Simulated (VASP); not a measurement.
Output of a VASP run:

File OUTCAR:
```
 ion  position               nearest neighbor table
   1  0.000  0.000  0.000-   4 2.98   4 2.98   4 2.98   3 2.98   3 2.98   3 2.98   4 2.98   3 2.98
  LATTYP: Found a face centered cubic cell.
 ALAT       =     6.8824880000
 Subroutine PRICEL returns:
 Original cell was already a primitive cell.
 Subroutine GETGRP returns: Found 48 space group operations
The static configuration has the point symmetry O_h .
The dynamic configuration has the point symmetry O_h .
 Subroutine INISYM returns: Found 48 space group operations
 Subroutine IBZKPT returns following result:
 Found     10 irreducible k-points:

 Following reciprocal coordinates:
            Coordinates               Weight
  0.000000  0.000000  0.000000      1.000000
  0.200000  0.000000  0.000000      8.000000
  0.400000  0.000000  0.000000      8.000000
  0.200000  0.200000  0.000000      6.000000
  0.400000  0.200000  0.000000     24.000000
 -0.400000  0.200000  0.000000     24.000000
 -0.200000  0.200000  0.000000     12.000000
  0.400000  0.400000  0.000000      6.000000
 -0.400000  0.400000  0.000000     12.000000
 -0.400000  0.400000  0.200000     24.000000
   k-points           NKPTS =     10   k-points in BZ     NKDIM =     10   number of bands    NBANDS=     23
   number of dos      NEDOS =    301   number of ions     NIONS =      4
   total plane-waves  NPLWV =  32768
   dimension x,y,z NGX =    32 NGY =   32 NGZ =   32
   dimension x,y,z NGXF=    64 NGYF=   64 NGZF=   64
   ions per type =               1   3
   PREC   = accura    normal or accurate (medium, high low for compatibility)
   ISTART =      0    job   : 0-new  1-cont  2-samecut
   ICHARG =      2    charge: 1-file 2-atom 10-const
   ISPIN  =      1    spin polarized calculation?
   LNONCOLLINEAR =      F non collinear calculations
   LSORBIT =      F    spin-orbit coupling
   INIWAV =      1    electr: 0-lowe 1-rand  2-diag
   ENCUT  =  400.0 eV  29.40 Ry    5.42 a.u.   7.94  7.94  7.94*2*pi/ulx,y,z
   NELM   =    100;   NELMIN=  2; NELMDL= -5     # of ELM steps
   EDIFF  = 0.1E-05   stopping-criterion for ELM
   LREAL  =      F    real-space projection
   NLSPLINE    = F    spline interpolate recip. space projectors
   LMAXMIX     =    6 max onsite mixed and CHGCAR
   VOSKOWN=      0    Vosko Wilk Nusair interpolation
   EDIFFG = 0.1E-04   stopping-criterion for IOM
   NSW    =      0    number of steps for IOM
   NBLOCK =      1;   KBLOCK =      1    inner block; outer block
   IBRION =     -1    ionic relax: 0-MD 1-quasi-New 2-CG
   NFREE  =      0    steps in history (QN), initial steepest desc. (CG)
   ISIF   =      2    stress and relaxation
   ISYM   =      2    0-nonsym 1-usesym 2-fastsym
   TEIN   =    0.0    initial temperature
   TEBEG  =    0.0;   TEEND  =   0.0 temperature during run
   SMASS  =  -3.00    Nose mass-parameter (am)
   PSTRESS=    0.0 pullay stress
   NELECT =      38.0000    total number of electrons
   EFERMI =   0.00;   METHOD = LEGACY
   ISMEAR =     2;   SIGMA  =   0.10  broadening in eV -4-tet -1-fermi 0-gaus
   IALGO  =     38    algorithm
   LDIAG  =      T    sub-space diagonalisation (order eigenvalues)
   IMIX   =      4    mixing-type and parameters
     AMIX     =   0.40;   BMIX     =  1.00
     AMIX_MAG =   1.60;   BMIX_MAG =  1.00
     AMIN     =   0.10
   GGA     = PE    functional components
   VOSKOWN =     0    Vosko Wilk Nusair interpolation
   LHFCALC =     F    Hartree Fock is set to
   LHFONE  =     F    Hartree Fock one center treatment
   AEXX    =    0.0000 exact exchange contribution
   IVDW    =     0    specifies the selected vdW correction
   LEPSILON=     F    determine dielectric tensor
   LRPA    =     F    only Hartree local field effects (RPA)
  energy-cutoff  :      400.00
  volume of cell :       81.50
      direct lattice vectors                 reciprocal lattice vectors
     0.000000000  3.441244000  3.441244000    -0.145296294  0.145296294  0.145296294
     3.441244000  0.000000000  3.441244000     0.145296294 -0.145296294  0.145296294
     3.441244000  3.441244000  0.000000000     0.145296294  0.145296294 -0.145296294
 k-point     1 :   0.0000 0.0000 0.0000  plane waves:    1459
...
```

File OSZICAR:
```
       N       E                     dE             d eps       ncg     rms          rms(c)
DAV:   1     0.172291749700E+03    0.17229E+03   -0.16248E+04   460   0.125E+03
DAV:   2    -0.977597470099E+01   -0.18207E+03   -0.17615E+03   530   0.261E+02
DAV:   3    -0.139674568366E+02   -0.41915E+01   -0.40984E+01   530   0.387E+01
DAV:   4    -0.140119130962E+02   -0.44456E-01   -0.44383E-01   502   0.412E+00
DAV:   5    -0.140126191132E+02   -0.70602E-03   -0.70598E-03   531   0.475E-01    0.965E+00
DAV:   6    -0.131955172295E+02    0.81710E+00   -0.40184E+00   538   0.153E+01    0.779E+00
DAV:   7    -0.131329374118E+02    0.62580E-01   -0.18736E-01   509   0.288E+00    0.452E+00
DAV:   8    -0.131236502267E+02    0.92872E-02   -0.11595E-01   481   0.167E+00    0.673E-01
DAV:   9    -0.131194437019E+02    0.42065E-02   -0.13662E-02   518   0.677E-01    0.352E-01
DAV:  10    -0.131193187006E+02    0.12500E-03   -0.36410E-03   488   0.328E-01    0.494E-02
DAV:  11    -0.131192613139E+02    0.57387E-04   -0.24014E-04   488   0.111E-01    0.174E-02
DAV:  12    -0.131192693938E+02   -0.80799E-05   -0.18581E-05   530   0.293E-02    0.427E-03
DAV:  13    -0.131192693477E+02    0.46061E-07   -0.91419E-07   251   0.649E-03
   1 F= -.13119269E+02 E0= -.13117744E+02  d E =-.610149E-02
```

**OUTCAR**
```
------------------------ aborting loop because EDIFF is reached ----------------------------------------
  FORCE on cell =-STRESS in cart. coord.  units (eV):
  Direction    XX          YY          ZZ          XY          YZ          ZX
  --------------------------------------------------------------------------------------
  Total       -4.2874221     -4.2874221     -4.2874221      0.0000000      0.0000000      0.0000000
  in kB      -84.2811457    -84.2811457    -84.2811457      0.0000000      0.0000000      0.0000000
  external PRESSURE =     -84.2811457 kB  Pullay stress =       0.0000000 kB
  volume of cell :       81.50
      direct lattice vectors                 reciprocal lattice vectors
     0.000000000  3.441244000  3.441244000    -0.145296294  0.145296294  0.145296294
     3.441244000  0.000000000  3.441244000     0.145296294 -0.145296294  0.145296294
     3.441244000  3.441244000  0.000000000     0.145296294  0.145296294 -0.145296294
 POSITION                                       TOTAL-FORCE (eV/Angst)
 -----------------------------------------------------------------------------------
      0.00000      0.00000      0.00000         0.000000     -0.000000      0.000000
      3.44124      3.44124      3.44124         0.000000     -0.000000      0.000000
      1.72062      1.72062      1.72062        -0.000000      0.000000     -0.000000
      5.16187      5.16187      5.16187         0.000000      0.000000      0.000000
 -----------------------------------------------------------------------------------
    total drift:                               -0.000000     -0.000000      0.000000
  FREE ENERGIE OF THE ION-ELECTRON SYSTEM (eV)
  ---------------------------------------------------
  free  energy   TOTEN  =       -13.1192693477 eV

  energy  without entropy=      -13.1131678559  energy(sigma->0) =      -13.11774397
```
(Selected blocks of OUTCAR.)

### POSCAR
```
AsAu3
1
    0.0000000000     3.4412440000     3.4412440000
    3.4412440000     0.0000000000     3.4412440000
    3.4412440000     3.4412440000     0.0000000000
As Au
1 3
Direct
  0.0000000000   0.0000000000   0.0000000000
  0.5000000000   0.5000000000   0.5000000000
  0.2500000000   0.2500000000   0.2500000000
  0.7500000000   0.7500000000   0.7500000000
```

Question: Write an INCAR and KPOINTS that could have produced this output.

Answer: One answer among several that fit: the input of the run itself, PBE GGA, plane waves, VASP's PBE PAW potentials (set 64).

**INCAR**
```
! general
SYSTEM =AsAu3
PREC   =Accurate
ENCUT  =400
LREAL  =F
LASPH  =T

! electronic loop
EDIFF  =1E-6
NELM   =100
ALGO   =Normal
LMAXMIX=6

! smearing
ISMEAR =2
SIGMA  =0.1

! functional
GGA    =PE

! ions
ISIF   =2

! output
LWAVE  =F
LCHARG =F
```

File KPOINTS:
```
Automatic mesh
0
Gamma
5 5 5
0 0 0
```

POTCAR, in this order: As Au (PBE.64 set). Program: vasp_std.

The structure was generated: AsAu3 was put into the D03 type (Fm-3m), which need not be its known phase. The cell was not relaxed at this level. The k-mesh is coarse (spacing up to 0.32 per Å, 2π included), so the numbers may not be converged in it. The run is one of a series of settings (ISMEAR = 2, SIGMA = 0.1 against the base run), some of them coarse on purpose.
